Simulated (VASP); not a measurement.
Consider the following.

```xyz
2
Lattice="1.2215 -2.1157 0.0000 1.2215 2.1157 0.0000 0.0000 0.0000 3.9497" Properties=species:S:1:pos:R:3 pbc="T T T"
Co     1.2215     0.7052     0.9874
Co     1.2215    -0.7052     2.9623
```
Starting moments (μB, in the order of the record's atoms Co Co): 1.6 1.6.

Level of theory: PBE GGA with D3 dispersion (zero damping), VASP's PBE PAW potentials (set 64) (plane waves; VASP 6.6.1). Numerical set-up: 520 eV cut-off, 17×17×9 Γ-centred mesh, first-order Methfessel-Paxton smearing of 0.10 eV, potentials Co.

Give the stress tensor in GPa (positive for a compressed cell).

```
7.51  0.00  0.00
0.00  7.51  0.00
0.00  0.00  7.35
```
The pressure is its mean diagonal, 7.46 GPa.

The compound is Co in the hcp structure. This cell is one point of a volume scan, at 0.97 of the reference volume.
